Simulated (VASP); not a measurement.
VASP input:

**INCAR**
```
SYSTEM = BP
PREC = Accurate
ENCUT = 300
EDIFF = 1E-6
NELM = 100
ALGO = Normal
LREAL = .FALSE.
LASPH = .TRUE.
ISMEAR = 0
SIGMA = 0.05
GGA = PE
LWAVE = .FALSE.
LCHARG = .FALSE.
ISIF = 3
IBRION = 2
NSW = 40
EDIFFG = -0.01
```

File KPOINTS:
```
Automatic mesh
0
Gamma
8 8 8
0 0 0
```

File POSCAR:
```
BP
1
    0.0000000000     2.2700000000     2.2700000000
    2.2700000000     0.0000000000     2.2700000000
    2.2700000000     2.2700000000     0.0000000000
B P
1 1
Direct
  0.0000000000   0.0000000000   0.0000000000
  0.2500000000   0.2500000000   0.2500000000
```

POTCAR, in this order: B P (PBE.64 set). Program: vasp_std.

What VASP printed:

standard output:
```
 POSCAR found type information on POSCAR B P
 POSCAR found :  2 types and       2 ions
 Reading from existing POTCAR
 Reading from existing POTCAR
 LDA part: xc-table for (Slater+PW92), standard interpolation
 POSCAR, INCAR and KPOINTS ok, starting setup
 WAVECAR not read
 entering main loop
       N       E                     dE             d eps       ncg     rms          rms(c)
DAV:   1     0.102283695148E+01    0.10228E+01   -0.30406E+03   472   0.594E+02
DAV:   2    -0.134910852050E+02   -0.14514E+02   -0.14083E+02   736   0.801E+01
DAV:   3    -0.136096397500E+02   -0.11855E+00   -0.11855E+00   536   0.978E+00
DAV:   4    -0.136099273291E+02   -0.28758E-03   -0.28758E-03   768   0.464E-01
DAV:   5    -0.136099273683E+02   -0.39222E-07   -0.39149E-07   512   0.538E-03    0.733E+00
DAV:   6    -0.130091896002E+02    0.60074E+00   -0.16053E+00   480   0.671E+00    0.403E+00
DAV:   7    -0.129185187181E+02    0.90671E-01   -0.25551E-01   696   0.302E+00    0.132E+00
DAV:   8    -0.129104738163E+02    0.80449E-02   -0.27923E-02   496   0.112E+00    0.220E-01
DAV:   9    -0.129107842017E+02   -0.31039E-03   -0.48547E-04   648   0.199E-01    0.122E-01
DAV:  10    -0.129109785810E+02   -0.19438E-03   -0.28231E-04   528   0.131E-01    0.257E-02
DAV:  11    -0.129109898906E+02   -0.11310E-04   -0.15068E-05   656   0.330E-02    0.320E-02
DAV:  12    -0.129109905740E+02   -0.68335E-06   -0.29962E-06   464   0.111E-02
   1 F= -.12910991E+02 E0= -.12910991E+02  d E =-.129110E+02
 bond charge predicted
       N       E                     dE             d eps       ncg     rms          rms(c)
DAV:   1    -0.129111695119E+02   -0.17962E-03   -0.50722E-03   544   0.523E-01    0.905E-02
DAV:   2    -0.129110478746E+02    0.12164E-03   -0.25768E-04   560   0.967E-02    0.469E-02
DAV:   3    -0.129110174460E+02    0.30429E-04   -0.69232E-05   568   0.475E-02    0.136E-02
DAV:   4    -0.129110159011E+02    0.15449E-05   -0.28349E-06   528   0.112E-02    0.100E-02
DAV:   5    -0.129110162308E+02   -0.32969E-06   -0.76153E-07   232   0.607E-03
   2 F= -.12911016E+02 E0= -.12911016E+02  d E =-.256568E-04
 trial-energy change:   -0.000026  1 .order   -0.000023   -0.000242    0.000195
 bond charge predicted
       N       E                     dE             d eps       ncg     rms          rms(c)
DAV:   1    -0.129110911739E+02   -0.75273E-04   -0.10115E-03   544   0.233E-01    0.402E-02
DAV:   2    -0.129110670020E+02    0.24172E-04   -0.51370E-05   560   0.432E-02    0.209E-02
DAV:   3    -0.129110599703E+02    0.70317E-05   -0.13800E-05   568   0.212E-02    0.603E-03
DAV:   4    -0.129110590070E+02    0.96327E-06   -0.55156E-07   256   0.501E-03
   3 F= -.12911059E+02 E0= -.12911059E+02  d E =-.684331E-04
 reached required accuracy - stopping structural energy minimisation
```

**OUTCAR**
```
------------------------ aborting loop because EDIFF is reached ----------------------------------------
  FORCE on cell =-STRESS in cart. coord.  units (eV):
  Direction    XX          YY          ZZ          XY          YZ          ZX
  --------------------------------------------------------------------------------------
  Total        0.0016068      0.0016068      0.0016068     -0.0000000      0.0000000      0.0000000
  in kB        0.1103008      0.1103008      0.1103008     -0.0000000      0.0000000      0.0000000
  external PRESSURE =       0.1103008 kB  Pullay stress =       0.0000000 kB
  volume of cell :       23.34
      direct lattice vectors                 reciprocal lattice vectors
    -0.000000000  2.268248337  2.268248337    -0.220434417  0.220434417  0.220434417
     2.268248337  0.000000000  2.268248337     0.220434417 -0.220434417  0.220434417
     2.268248337  2.268248337  0.000000000     0.220434417  0.220434417 -0.220434417
  FREE ENERGIE OF THE ION-ELECTRON SYSTEM (eV)
  ---------------------------------------------------
  free  energy   TOTEN  =       -12.9110590070 eV

  energy  without entropy=      -12.9110590070  energy(sigma->0) =      -12.91105901

 reached required accuracy - stopping structural energy minimisation
```
(Selected blocks of OUTCAR.)

Q: The run ends quietly. Is anything wrong with it?

A: The cause: ENCUT is too low for a cell relaxation, so Pulay stress biases the volume. The run ends without an error. Against the sound run, the energy per atom (σ→0) rises by 0.009 eV/atom; the pressure rises by 0.02 GPa; the band gap drops by 0.01 eV; the volume falls by 0.7 %. To mend it, set ENCUT = 520.

The mended run (PBE GGA, plane waves, VASP's PBE PAW potentials (set 64)) converges, and its OSZICAR ends with
```
   3 F= -.12928990E+02 E0= -.12928990E+02  d E =-.212763E-03
```

The compound is BP in the zinc blende structure.
